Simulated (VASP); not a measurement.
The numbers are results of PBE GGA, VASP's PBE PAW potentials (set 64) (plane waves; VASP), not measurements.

VASP input:

KPOINTS:
```
Automatic mesh
0
Gamma
3 3 1
0 0 0
```

### INCAR
```
ALGO  =  Normal
EDIFF  =  1E-6
ENCUT  =  300
GGA  =  PE
ISIF  =  2
ISMEAR  =  0
ISPIN  =  2
LASPH  =  .TRUE.
LCHARG  =  .FALSE.
LMAXMIX  =  6
LORBIT  =  11
LREAL  =  .FALSE.
LWAVE  =  .FALSE.
MAGMOM  =  4*3.0
NELM  =  100
PREC  =  Accurate
SIGMA  =  0.2
SYSTEM  =  Er
```

### POSCAR
```
Er
1
    3.4958700000     0.0000000000     0.0000000000
   -1.7479350000     3.0275120000     0.0000000000
    0.0000000000     0.0000000000    11.2479850000
Er
4
Direct
  0.0000000000   0.0000000000   0.0000000000
  0.0000000000   0.0000000000   0.5000000000
  0.3333330000   0.6666670000   0.2500000000
  0.6666670000   0.3333330000   0.7500000000
```

POTCAR, in this order: Er (PBE.64 set). Program: vasp_std.

Output

File OSZICAR:
```
       N       E                     dE             d eps       ncg     rms          rms(c)
DAV:   1     0.979153271497E+03    0.97915E+03   -0.17721E+04   848   0.339E+03
DAV:   2     0.268133187013E+03   -0.71102E+03   -0.62087E+03  1138   0.785E+02
DAV:   3     0.286990930958E+02   -0.23943E+03   -0.22841E+03  1084   0.260E+02
DAV:   4    -0.965360185173E+01   -0.38353E+02   -0.36953E+02  1272   0.104E+02
DAV:   5    -0.162309300481E+02   -0.65773E+01   -0.64752E+01  1328   0.533E+01    0.121E+02
DAV:   6    -0.319713643693E+02   -0.15740E+02   -0.27844E+01   984   0.693E+01    0.132E+02
DAV:   7    -0.340726308633E+02   -0.21013E+01   -0.23044E+02   740   0.691E+01    0.125E+02
DAV:   8    -0.657338461227E+02   -0.31661E+02   -0.70285E+01   912   0.310E+02    0.147E+02
DAV:   9    -0.228411072763E+02    0.42893E+02   -0.37737E+01  1000   0.675E+01    0.705E+01
DAV:  10    -0.231824461180E+02   -0.34134E+00   -0.17940E+01  1112   0.355E+01    0.809E+01
DAV:  11    -0.193956371860E+02    0.37868E+01   -0.93794E+00   960   0.269E+01    0.640E+01
DAV:  12    -0.215366962281E+02   -0.21411E+01   -0.50958E+00  1304   0.241E+01    0.923E+01
DAV:  13    -0.194102188780E+02    0.21265E+01   -0.40539E+00  1312   0.119E+01    0.689E+01
DAV:  14    -0.200113400939E+02   -0.60112E+00   -0.97178E-01  1384   0.637E+00    0.668E+01
DAV:  15    -0.206291932919E+02   -0.61785E+00   -0.34285E-01  1344   0.639E+00    0.613E+01
DAV:  16    -0.207894712438E+02   -0.16028E+00   -0.16990E-01  1368   0.376E+00    0.590E+01
DAV:  17    -0.208394801054E+02   -0.50009E-01   -0.23847E-01  1240   0.441E+00    0.554E+01
DAV:  18    -0.205235033666E+02    0.31598E+00   -0.13729E+00  1040   0.126E+01    0.465E+01
DAV:  19    -0.199936098435E+02    0.52989E+00   -0.55621E-01   844   0.146E+01    0.351E+01
DAV:  20    -0.200490640420E+02   -0.55454E-01   -0.32592E-01  1068   0.413E+00    0.338E+01
DAV:  21    -0.197594047418E+02    0.28966E+00   -0.13710E-01  1084   0.564E+00    0.332E+01
DAV:  22    -0.193738146389E+02    0.38559E+00   -0.41085E-01   980   0.152E+01    0.212E+01
DAV:  23    -0.196271024180E+02   -0.25329E+00   -0.28756E-01  1256   0.601E+00    0.194E+01
DAV:  24    -0.195219911121E+02    0.10511E+00   -0.66177E-02  1240   0.452E+00    0.163E+01
DAV:  25    -0.195291763989E+02   -0.71853E-02   -0.48487E-02  1176   0.204E+00    0.139E+01
DAV:  26    -0.196626521217E+02   -0.13348E+00   -0.50712E-02  1024   0.264E+00    0.128E+01
DAV:  27    -0.196845119141E+02   -0.21860E-01   -0.51097E-02  1000   0.393E+00    0.104E+01
DAV:  28    -0.197104146645E+02   -0.25903E-01   -0.30075E-02  1128   0.198E+00    0.946E+00
DAV:  29    -0.197210451168E+02   -0.10630E-01   -0.20538E-02  1208   0.223E+00    0.784E+00
DAV:  30    -0.197498564821E+02   -0.28811E-01   -0.90640E-03  1128   0.137E+00    0.655E+00
DAV:  31    -0.197944917365E+02   -0.44635E-01   -0.25831E-02  1020   0.257E+00    0.646E+00
DAV:  32    -0.198234999706E+02   -0.29008E-01   -0.27017E-02  1044   0.302E+00    0.820E+00
DAV:  33    -0.198094565878E+02    0.14043E-01   -0.11344E-02  1212   0.158E+00    0.752E+00
DAV:  34    -0.197853498437E+02    0.24107E-01   -0.89035E-03  1152   0.155E+00    0.572E+00
DAV:  35    -0.197924332022E+02   -0.70834E-02   -0.52936E-03  1172   0.442E-01    0.543E+00
DAV:  36    -0.197934257333E+02   -0.99253E-03   -0.20030E-03  1376   0.236E-01    0.538E+00
DAV:  37    -0.197922841754E+02    0.11416E-02   -0.13269E-04  1168   0.160E-01    0.542E+00
DAV:  38    -0.197922154633E+02    0.68712E-04   -0.47321E-05  1320   0.904E-02    0.545E+00
DAV:  39    -0.197916791179E+02    0.53635E-03   -0.23174E-04  1032   0.322E-01    0.584E+00
DAV:  40    -0.197817765671E+02    0.99026E-02   -0.75705E-03   996   0.136E+00    0.450E+00
DAV:  41    -0.197906948052E+02   -0.89182E-02   -0.82067E-04  1106   0.256E-01    0.436E+00
DAV:  42    -0.197944529660E+02   -0.37582E-02   -0.19374E-04  1152   0.371E-01    0.443E+00
DAV:  43    -0.197941749239E+02    0.27804E-03   -0.82437E-05  1200   0.131E-01    0.446E+00
DAV:  44    -0.197973028141E+02   -0.31279E-02   -0.49686E-04  1036   0.668E-01    0.443E+00
DAV:  45    -0.198021609726E+02   -0.48582E-02   -0.74798E-04  1060   0.738E-01    0.428E+00
DAV:  46    -0.198069488812E+02   -0.47879E-02   -0.95044E-03   996   0.368E+00    0.358E+00
DAV:  47    -0.198224867054E+02   -0.15538E-01   -0.16925E-02  1022   0.396E+00    0.574E+00
DAV:  48    -0.198292926661E+02   -0.68060E-02   -0.93137E-03  1144   0.143E+00    0.627E+00
DAV:  49    -0.198161946361E+02    0.13098E-01   -0.65963E-03  1128   0.213E+00    0.667E+00
DAV:  50    -0.198118291634E+02    0.43655E-02   -0.49776E-03  1128   0.147E+00    0.541E+00
DAV:  51    -0.198121588820E+02   -0.32972E-03   -0.51604E-02   980   0.475E+00    0.239E+00
DAV:  52    -0.198261891059E+02   -0.14030E-01   -0.11725E-02  1080   0.212E+00    0.290E+00
DAV:  53    -0.198281961473E+02   -0.20070E-02   -0.38856E-03  1160   0.107E+00    0.364E+00
DAV:  54    -0.198301863958E+02   -0.19902E-02   -0.23742E-03  1088   0.458E-01    0.405E+00
DAV:  55    -0.198263615436E+02    0.38249E-02   -0.20923E-03  1028   0.113E+00    0.313E+00
DAV:  56    -0.198255926184E+02    0.76893E-03   -0.39322E-03   944   0.113E+00    0.259E+00
DAV:  57    -0.198269673978E+02   -0.13748E-02   -0.69258E-04  1076   0.846E-01    0.252E+00
DAV:  58    -0.198280538851E+02   -0.10865E-02   -0.53505E-04  1180   0.531E-01    0.195E+00
DAV:  59    -0.198279086169E+02    0.14527E-03   -0.42365E-04  1088   0.360E-01    0.120E+00
DAV:  60    -0.198278840745E+02    0.24542E-04   -0.64092E-04  1176   0.425E-01    0.685E-01
DAV:  61    -0.198282752319E+02   -0.39116E-03   -0.31770E-04  1048   0.232E-01    0.503E-01
DAV:  62    -0.198282677998E+02    0.74321E-05   -0.74810E-05  1200   0.227E-01    0.458E-01
DAV:  63    -0.198282479007E+02    0.19899E-04   -0.63295E-05  1176   0.256E-01    0.344E-01
DAV:  64    -0.198282320949E+02    0.15806E-04   -0.74718E-05  1176   0.234E-01    0.473E-01
DAV:  65    -0.198281617560E+02    0.70339E-04   -0.13123E-04  1288   0.126E-01    0.579E-01
DAV:  66    -0.198282158035E+02   -0.54047E-04   -0.67234E-05  1208   0.121E-01    0.533E-01
DAV:  67    -0.198281967435E+02    0.19060E-04   -0.26092E-05  1004   0.103E-01    0.541E-01
DAV:  68    -0.198281955811E+02    0.11624E-05   -0.11319E-05   898   0.805E-02    0.595E-01
DAV:  69    -0.198282040799E+02   -0.84988E-05   -0.12872E-05   872   0.652E-02    0.533E-01
DAV:  70    -0.198282375192E+02   -0.33439E-04   -0.12444E-05   984   0.270E-02    0.530E-01
DAV:  71    -0.198282276991E+02    0.98201E-05   -0.51464E-06   736   0.102E-01    0.524E-01
DAV:  72    -0.198282277186E+02   -0.19500E-07   -0.20206E-06   624   0.253E-02
   1 F= -.19828228E+02 E0= -.19572741E+02  d E =-.510974E+00  mag=    11.1761
```

File OUTCAR:
```
------------------------ aborting loop because EDIFF is reached ----------------------------------------
  FORCE on cell =-STRESS in cart. coord.  units (eV):
  Direction    XX          YY          ZZ          XY          YZ          ZX
  --------------------------------------------------------------------------------------
  Total        2.6825232      2.6825228      1.5439045      0.0000000      0.0000000      0.0000000
  in kB       36.1025762     36.1025708     20.7785456      0.0000000      0.0000000      0.0000000
  external PRESSURE =      30.9945642 kB  Pullay stress =       0.0000000 kB
  volume of cell :      119.05
      direct lattice vectors                 reciprocal lattice vectors
     3.495870000  0.000000000  0.000000000     0.286051827  0.165152112  0.000000000
    -1.747935000  3.027512000  0.000000000     0.000000000  0.330304223  0.000000000
     0.000000000  0.000000000 11.247985000     0.000000000  0.000000000  0.088904813
 POSITION                                       TOTAL-FORCE (eV/Angst)
 -----------------------------------------------------------------------------------
      0.00000      0.00000      0.00000         0.000000      0.000000     -0.000000
      0.00000      0.00000      5.62399         0.000000      0.000000     -0.000000
     -0.00000      2.01834      2.81200         0.000000      0.000000     -0.000000
      1.74794      1.00917      8.43599        -0.000000      0.000000      0.000000
 -----------------------------------------------------------------------------------
    total drift:                                0.000000     -0.000000      0.000000
  FREE ENERGIE OF THE ION-ELECTRON SYSTEM (eV)
  ---------------------------------------------------
  free  energy   TOTEN  =       -19.8282277186 eV

  energy  without entropy=      -19.3172534426  energy(sigma->0) =      -19.57274058

 total charge

# of ion       s       p       d       f       tot
--------------------------------------------------
    1        2.140   5.740   0.430  11.334  19.645
    2        2.140   5.740   0.430  11.334  19.645
    3        2.140   5.738   0.426  11.335  19.638
    4        2.140   5.738   0.426  11.335  19.638
--------------------------------------------------
tot          8.560  22.956   1.712  45.337  78.564

 magnetization (x)

# of ion       s       p       d       f       tot
--------------------------------------------------
    1        0.005   0.002   0.092   2.454   2.553
    2        0.005   0.002   0.092   2.454   2.553
    3        0.006  -0.001   0.081   2.458   2.544
    4        0.006  -0.001   0.081   2.458   2.544
--------------------------------------------------
tot          0.020   0.002   0.347   9.825  10.194
```
(Selected blocks of OUTCAR.)

At this cut-off the stress carries a Pulay error, which pulls relaxed volumes low.

The structure was generated: Er was put into an ordered model structure, which need not be its known phase. The cell was not relaxed at this level. The k-mesh is coarse (spacing up to 0.69 per Å, 2π included), so the numbers may not be converged in it. The run is one of a series of settings (KPOINTS 3×3×1 Γ-centred mesh against the base run), some of them coarse on purpose.
